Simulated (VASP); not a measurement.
Input of a VASP 6.6.1 run:

File INCAR:

```
PREC = Accurate
ENCUT = 600
EDIFF = 1E-7
ISMEAR = 0
SIGMA = 0.03
LREAL = F
LASPH = T
NELM = 80
ALGO = Normal
ISIF = 3
LWAVE = F
LCHARG = F
GGA = PE
IBRION = 2
NSW = 90
EDIFFG = -0.005
PSTRESS = 133.0
```

Contents of KPOINTS:

```
regular mesh
0
Gamma
  12 12 12
```

File POSCAR:

```
MgO                                     
1.0
   -0.0000000000      2.0701218955      2.0701218955
    2.0701218955      0.0000000000      2.0701218955
    2.0701218955      2.0701218955     -0.0000000000
  Mg              O             
     1     1
Direct
     0.0000000000000000    0.0000000000000000    0.0000000000000000
     0.5000000000000000    0.5000000000000000    0.5000000000000000
```

Potentials or basis: VASP PAW PBE potentials, release 64 (Mg, O).

Run with:

```sh
$ cat potpaw_PBE.64/Mg/POTCAR potpaw_PBE.64/O/POTCAR > POTCAR
$ mpirun -np 1 vasp_std > vasp.out
```

Problem. Estimate the band gap on the k mesh.

Solution. 5.25 eV, direct.

Final structure:
```
CELL_PARAMETERS angstrom
0.00000 2.07012 2.07012
2.07012 0.00000 2.07012
2.07012 2.07012 0.00000
ATOMIC_POSITIONS crystal
Mg 0.00000 0.00000 0.00000
O 0.50000 0.50000 0.50000
```

Caveat: the relaxation stopped at its first step, so nothing moved; the cell is relaxed towards a set pressure, so the enthalpy falls and the energy may rise. A k mesh can miss the band edges.
